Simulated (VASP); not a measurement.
**ZrSi (relaxed from the NiAs structure, space group P6_3/mmc): computed properties**

Method: PBEsol GGA, VASP's PBE PAW potentials (set 64) (plane waves; VASP).

```yaml
space_group: P6_3/mmc (194)
cell: a = 3.664 Å, b = 3.664 Å, c = 6.872 Å, α = 90.00°, β = 90.00°, γ = 120.00°
volume_per_atom: 19.97 Å^3/atom
band gap (over mesh and band path): none (metal, semimetal or under 0.01 eV)
density: 4.96 g/cm³
```

```xyz
4
Lattice="3.6639 0.0000 0.0000 -1.8320 3.1731 0.0000 0.0000 0.0000 6.8716" Properties=species:S:1:pos:R:3 pbc="T T T"
Zr     1.8320     3.1731     6.8716
Zr     1.8320     3.1731     3.4358
Si     0.0000     2.1154     1.7179
Si     1.8320     1.0577     5.1537
```

The structure was generated: ZrSi was put into the NiAs type (P6_3/mmc), which need not be its known phase. It was relaxed first, which changed the volume by -28 %. Symmetry was kept, so distortions that lower it aren't found.
